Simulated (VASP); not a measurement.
Computed with G0W0 on PBE orbitals, VASP's PBE PAW potentials (set 64) (plane waves; VASP 6.6.1).

VASP ran on this input.

### INCAR
```
# general
SYSTEM      = CaO
PREC        = Normal
ENCUT       = 500
LREAL       = .FALSE.
LASPH       = .TRUE.
NBANDS      = 128

# electronic loop
ALGO        = EVGW0

# smearing
ISMEAR      = 0
SIGMA       = 0.01

# functional
GGA         = PE

# output
LWAVE       = .TRUE.
LCHARG      = .FALSE.

# other
ENCUTGW     = 180
NELMGW      = 1
NOMEGA      = 64
NBANDSGW    = 18
LSPECTRALGW = .TRUE.
```

File POSCAR:
```
CaO
1
    0.0000000000     2.4050000000     2.4050000000
    2.4050000000     0.0000000000     2.4050000000
    2.4050000000     2.4050000000     0.0000000000
Ca O
1 1
Direct
  0.0000000000   0.0000000000   0.0000000000
  0.5000000000   0.5000000000   0.5000000000
```

### KPOINTS
```
Regular mesh
0
G
6 6 6
0 0 0
```

POTCAR, in this order: Ca_sv_GW O_GW_new (PBE.64 set). Program: vasp_std. Read from the step before: W*.

What VASP printed:

OSZICAR:
```
energies w=
    0.000    0.000    0.981    0.000    1.959    0.000    2.933    0.000
    3.901    0.000    4.860    0.000    5.810    0.000    6.749    0.000
    7.676    0.000    8.591    0.000    9.493    0.000   10.383    0.000
   11.261    0.000   12.127    0.000   12.982    0.000   13.827    0.000
   14.663    0.000   15.491    0.000   16.314    0.000   17.131    0.000
   17.946    0.000   18.759    0.000   19.572    0.000   20.387    0.000
   21.207    0.000   22.033    0.000   22.867    0.000   23.712    0.000
   24.571    0.000   25.445    0.000   26.339    0.000   27.255    0.000
   28.197    0.000   29.169    0.000   30.175    0.000   31.221    0.000
   32.310    0.000   33.451    0.000   34.650    0.000   35.915    0.000
   37.256    0.000   38.682    0.000   40.209    0.000   41.849    0.000
   43.621    0.000   45.547    0.000   47.652    0.000   49.968    0.000
   52.533    0.000   55.395    0.000   58.616    0.000   62.272    0.000
   66.463    0.000   71.323    0.000   77.028    0.000   83.826    0.000
   92.064    0.000  102.256    0.000  115.182    0.000  132.100    0.000
  155.171    0.000  188.444    0.000  240.505    0.000  333.294    0.000
NQ=   1    0.0000    0.0000    0.0000,
 performed        488000 updates of chi_q(r,r)
NQ=   2    0.1667    0.0000    0.0000,
 performed       1400000 updates of chi_q(r,r)
NQ=   3    0.3333    0.0000    0.0000,
 performed       2312000 updates of chi_q(r,r)
NQ=   4    0.5000    0.0000    0.0000,
 performed       2993000 updates of chi_q(r,r)
NQ=   5    0.1667    0.1667    0.0000,
 performed       3799000 updates of chi_q(r,r)
NQ=   6    0.3333    0.1667    0.0000,
 performed       5098000 updates of chi_q(r,r)
NQ=   7    0.5000    0.1667    0.0000,
 performed       6397000 updates of chi_q(r,r)
NQ=   8   -0.3333    0.1667    0.0000,
 performed       7696000 updates of chi_q(r,r)
NQ=   9   -0.1667    0.1667    0.0000,
 performed       8755000 updates of chi_q(r,r)
NQ=  10    0.3333    0.3333    0.0000,
 performed       9561000 updates of chi_q(r,r)
NQ=  11    0.5000    0.3333    0.0000,
 performed      10860000 updates of chi_q(r,r)
NQ=  12   -0.3333    0.3333    0.0000,
 performed      11919000 updates of chi_q(r,r)
NQ=  13    0.5000    0.5000    0.0000,
 performed      12545000 updates of chi_q(r,r)
NQ=  14    0.5000    0.3333    0.1667,
 performed      13853000 updates of chi_q(r,r)
NQ=  15   -0.3333    0.3333    0.1667,
 performed      15041000 updates of chi_q(r,r)
NQ=  16   -0.3333    0.5000    0.1667,
 performed      16100000 updates of chi_q(r,r)
 resolving degeneracies of screened two electron integrals
```

**OUTCAR**
```


 k-point   1 :       0.0000    0.0000    0.0000
  band No.  KS-energies  QP-energies   sigma(KS)   V_xc(KS)     V^pw_x(r,r')   Z            occupation Imag(sigma)

      1     -32.6240     -34.1177     -23.0447     -20.6321     -34.4118       0.6191       2.0000       0.8839
      2     -13.3910     -15.7456     -23.2703     -20.1566     -28.1060       0.7562       2.0000       0.2685
      3     -13.3910     -15.7456     -23.2703     -20.1566     -28.1060       0.7562       2.0000       0.2685
      4     -13.3910     -15.7456     -23.2703     -20.1566     -28.1060       0.7562       2.0000       0.2685
      5     -10.4894     -12.2021     -21.8299     -19.2020     -30.6766       0.6518       2.0000       0.8367
      6       5.0202       4.0081     -20.5257     -19.1660     -24.4474       0.7444       2.0000       0.1557
      7       5.0202       4.0081     -20.5257     -19.1660     -24.4474       0.7444       2.0000       0.1557
      8       5.0202       4.0081     -20.5257     -19.1660     -24.4474       0.7444       2.0000       0.1557
      9       9.7354      10.3728     -10.0304     -10.8026      -6.2282       0.8253       0.0000      -0.0965
     10      11.2514      13.1819     -11.2112     -13.6210      -6.5830       0.8011       0.0000      -0.1353
     11      11.2514      13.1819     -11.2112     -13.6210      -6.5830       0.8011       0.0000      -0.1353
     12      11.2514      13.1819     -11.2112     -13.6210      -6.5830       0.8011       0.0000      -0.1353
     13      12.7480      15.0777     -12.6610     -15.5753      -8.0147       0.7994       0.0000      -0.1308
     14      12.7480      15.0777     -12.6610     -15.5753      -8.0147       0.7994       0.0000      -0.1308
     15      20.0201      20.2794      -6.4767      -6.7727      -1.4348       0.8759       0.0000      -0.7491
     16      27.3992      30.0943     -10.9491     -14.2766      -5.1576       0.8099       0.0000      -0.9938
     17      27.3992      30.0943     -10.9491     -14.2766      -5.1576       0.8099       0.0000      -0.9938
     18      27.3992      30.0943     -10.9491     -14.2766      -5.1576       0.8099       0.0000      -0.9938

 k-point   2 :       0.1667    0.0000    0.0000
  band No.  KS-energies  QP-energies   sigma(KS)   V_xc(KS)     V^pw_x(r,r')   Z            occupation Imag(sigma)

      1     -32.5988     -34.0906     -23.0657     -20.6590     -34.4321       0.6199       2.0000       0.8803
      2     -13.7299     -15.9559     -22.7513     -19.7114     -28.0742       0.7323       2.0000       0.3467
      3     -13.4044     -15.7536     -23.2521     -20.1397     -28.0870       0.7548       2.0000       0.2632
      4     -13.4044     -15.7536     -23.2521     -20.1397     -28.0870       0.7548       2.0000       0.2632
      5     -10.1335     -11.9070     -22.3639     -19.6911     -30.7421       0.6635       2.0000       0.7745
      6       4.1703       3.0592     -18.9941     -17.4994     -22.7704       0.7434       2.0000       0.1670
      7       4.6758       3.6559     -20.0329     -18.6596     -23.9309       0.7427       2.0000       0.1612
      8       4.6758       3.6559     -20.0329     -18.6596     -23.9309       0.7427       2.0000       0.1612
      9      10.8344      11.6106     -10.7158     -11.6712      -6.8307       0.8124       0.0000      -0.1061
     10      11.2297      12.9728     -11.6346     -13.8204      -7.2198       0.7975       0.0000      -0.1322
     11      11.7063      13.7192     -11.5208     -14.0497      -6.7974       0.7960       0.0000      -0.1447
     12      11.7063      13.7192     -11.5208     -14.0497      -6.7974       0.7960       0.0000      -0.1447
     13      13.3684      15.7473     -13.2765     -16.2945      -8.5583       0.7882       0.0000      -0.1415
     14      13.3684      15.7473     -13.2765     -16.2945      -8.5583       0.7882       0.0000      -0.1415
     15      20.8763      21.8245      -8.1731      -9.2955      -2.8126       0.8448       0.0000      -0.7778
     16      25.9754      27.5813      -9.7412     -11.6291      -4.1284       0.8506       0.0000      -0.8835
     17      26.2399      28.5478     -10.4718     -13.0806      -4.8116       0.8846       0.0000      -1.0061
     18      26.2399      28.5478     -10.4718     -13.0806      -4.8116       0.8846       0.0000      -1.0061

 k-point   3 :       0.3333    0.0000    0.0000
  band No.  KS-energies  QP-energies   sigma(KS)   V_xc(KS)     V^pw_x(r,r')   Z            occupation Imag(sigma)

      1     -32.5480     -34.0397     -23.1085     -20.7140     -34.4738       0.6230       2.0000       0.8726
      2     -14.2647     -16.3891     -22.1160     -19.1620     -27.9529       0.7192       2.0000       0.4399
      3     -13.4308     -15.7740     -23.2163     -20.1065     -28.0497       0.7535       2.0000       0.2526
      4     -13.4308     -15.7740     -23.2163     -20.1065     -28.0497       0.7535       2.0000       0.2526
      5      -9.5614     -11.3892     -23.0503     -20.3438     -30.9451       0.6754       2.0000       0.7020
      6       2.9214       1.6732     -17.5740     -15.8806     -21.4698       0.7371       2.0000       0.2071
      7       4.0919       3.0428     -19.3707     -17.9531     -23.3060       0.7401       2.0000       0.1749
      8       4.0919       3.0428     -19.3707     -17.9531     -23.3060       0.7401       2.0000       0.1749
      9      11.5555      13.2413     -11.8404     -13.9693      -7.4154       0.7919       0.0000      -0.1397
     10      12.7444      13.5552     -11.2225     -12.2395      -7.0873       0.7972       0.0000      -0.1374
     11      12.7521      14.9822     -12.3475     -15.2062      -7.3686       0.7801       0.0000      -0.1720
     12      12.7521      14.9822     -12.3475     -15.2062      -7.3686       0.7801       0.0000      -0.1720
     13      14.6507      17.1951     -14.3224     -17.6326      -9.3027       0.7686       0.0000      -0.1775
     14      14.6507      17.1951     -14.3224     -17.6326      -9.3027       0.7686       0.0000      -0.1775
     15      20.2080      21.8732     -11.4758     -13.6131      -5.6997       0.7791       0.0000      -0.6068
     16      23.4322      24.6501      -9.6252     -11.0724      -4.2404       0.8416       0.0000      -0.6674
     17      23.4322      24.6501      -9.6252     -11.0724      -4.2404       0.8416       0.0000      -0.6674
     18      26.5742      27.4330      -8.6938      -9.7359      -3.1091       0.8241       0.0000      -0.8538

 k-point   4 :       0.5000    0.0000    0.0000
  band No.  KS-energies  QP-energies   sigma(KS)   V_xc(KS)     V^pw_x(r,r')   Z            occupation Imag(sigma)

      1     -32.5225     -34.0137     -23.1303     -20.7423     -34.4954       0.6245       2.0000       0.8685
      2     -14.4912     -16.5738     -21.8848     -18.9607     -27.8861       0.7122       2.0000       0.4737
      3     -13.4443     -15.7840     -23.1991     -20.0907     -28.0322       0.7527       2.0000       0.2474
      4     -13.4443     -15.7840     -23.1991     -20.0907     -28.0322       0.7527       2.0000       0.2474
      5      -9.3147     -11.1551     -23.3214     -20.6070     -31.0618       0.6780       2.0000       0.6795
      6       2.4018       1.1040     -17.0933     -15.3246     -21.0836       0.7337       2.0000       0.2305
      7       3.8348       2.7774     -19.1300     -17.6906     -23.1055       0.7346       2.0000       0.1833
      8       3.8348       2.7774     -19.1300     -17.6906     -23.1055       0.7346       2.0000       0.1833
      9      12.0700      13.9187     -13.4934     -15.8802      -9.0658       0.7745       0.0000      -0.1530
     10      13.3690      15.7571     -13.0170     -16.1181      -7.8723       0.7700       0.0000      -0.1923
     11      13.3690      15.7571     -13.0170     -16.1181      -7.8723       0.7700       0.0000      -0.1923
     12      13.4854      14.0456      -9.1282      -9.8203      -4.8148       0.8093       0.0000      -0.1521
     13      15.4265      18.1492     -14.9540     -18.5622      -9.6415       0.7546       0.0000      -0.2120
     14      15.4265      18.1492     -14.9540     -18.5622      -9.6415       0.7546       0.0000      -0.2120
     15      19.2396      20.9999     -12.9926     -15.3108      -7.1657       0.7594       0.0000      -0.4974
     16      21.8768      22.6448      -8.7573      -9.6702      -3.7510       0.8412       0.0000      -0.4667
     17      21.8768      22.6448      -8.7573      -9.6702      -3.7510       0.8412       0.0000      -0.4667
     18      27.0175      28.2034      -9.0655     -10.4414      -3.7458       0.8619       0.0000      -0.8521

 k-point   5 :       0.1667    0.1667    0.0000
  band No.  KS-energies  QP-energies   sigma(KS)   V_xc(KS)     V^pw_x(r,r')   Z            occupation Imag(sigma)

      1     -32.5905     -34.0838     -23.0730     -20.6677     -34.4387       0.6208       2.0000       0.8806
      2     -13.7154     -15.9357     -22.7511     -19.7175     -28.0743       0.7319       2.0000       0.3357
      3     -13.4470     -15.7979     -23.2092     -20.0887     -28.0561       0.7534       2.0000       0.2759
      4     -13.4470     -15.7979     -23.2092     -20.0887     -28.0561       0.7534       2.0000       0.2759
      5     -10.1099     -11.8784     -22.4036     -19.7339     -30.7709       0.6624       2.0000       0.7643
      6       3.8266       2.7077     -18.8185     -17.3036     -22.7074       0.7386       2.0000       0.1800
      7       4.8362       3.8011     -20.2263     -18.8344     -24.1244       0.7437       2.0000       0.1578
      8       4.8362       3.8011     -20.2263     -18.8344     -24.1244       0.7437       2.0000       0.1578
      9      10.4054      12.0614     -10.5287     -12.5726      -6.1014       0.8102       0.0000      -0.1239
     10      10.8588      11.7211     -10.8013     -11.8631      -6.8677       0.8121       0.0000      -0.1063
     11      12.2009      14.3016     -11.9770     -14.6410      -7.1752       0.7885       0.0000      -0.1545
     12      12.2009      14.3016     -11.9770     -14.6410      -7.1752       0.7885       0.0000      -0.1545
     13      13.0104      15.4010     -12.8068     -15.8063      -8.0973       0.7970       0.0000      -0.1348
     14      14.0702      16.3725     -13.9371     -16.9015      -9.1558       0.7767       0.0000      -0.1616
     15      21.3409      22.3607      -8.2500      -9.4646      -2.8460       0.8396       0.0000      -0.8165
     16      25.3482      27.4645     -10.5732     -12.8973      -4.8647       0.9106       0.0000      -1.0009
     17      25.3482      27.4645     -10.5732     -12.8973      -4.8647       0.9106       0.0000      -1.0009
...
```
(Selected blocks of OUTCAR.)

The mesh is coarse and the basis finite, so the quasiparticle values are not converged.

The compound is CaO in the rock salt structure. The cell was not relaxed at this level.
